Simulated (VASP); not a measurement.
Level of theory: r2SCAN meta-GGA, VASP's PBE PAW potentials (set 64) (plane waves; VASP).

VASP ran on this input.

### INCAR
```
LREAL  =  .FALSE.   ! projection in real space or not
LCHARG  =  .FALSE.
METAGGA  =  R2SCAN
LWAVE  =  .FALSE.
ISMEAR  =  1   ! Methfessel-Paxton
PREC  =  Accurate
LMIXTAU  =  .TRUE.
SIGMA  =  0.1   ! width (eV)
EDIFFG  =  -0.01   ! ionic stop
ALGO  =  Normal   ! blocked Davidson
ISIF  =  3
EDIFF  =  1E-6   ! SCF stop (eV)
NELM  =  100
LMAXMIX  =  6   ! l cut-off of mixed one-centre charges
SYSTEM  =  Eu
ENCUT  =  520   ! plane-wave cut-off (eV)
NSW  =  60   ! most ionic steps
IBRION  =  2   ! conjugate gradients
LASPH  =  .TRUE.   ! aspherical one-centre terms
```

File KPOINTS:
```
Automatic mesh
0
Gamma
10 10 10
0 0 0
```

POSCAR:
```
Eu
1.0
 -2.2286534740   2.2286534740   2.2286534740
  2.2286534740  -2.2286534740   2.2286534740
  2.2286534740   2.2286534740  -2.2286534740
Eu
1
Direct
  0.0000000000   0.0000000000   0.0000000000
```

POTCAR, in this order: Eu_2 (PBE.64 set). Program: vasp_std.

What will the output report for the number of irreducible k-points (NKPTS), largest plane-wave count, number of space-group operations, FFT grid (NGX, NGY, NGZ)?

| Property | Result |
|---|---|
| number of irreducible k-points (NKPTS) | 47 |
| largest plane-wave count | 1212 |
| number of space-group operations | 48 |
| FFT grid (NGX, NGY, NGZ) | 30 × 30 × 30 |

The compound is Eu in the bcc structure. This run relaxes it. Symmetry was kept, so distortions that lower it aren't found. The start is the result of an earlier pass. The 4f electrons are frozen in the core of the lanthanide potential, so 4f levels, which can set the real gap, and their magnetism are missing.
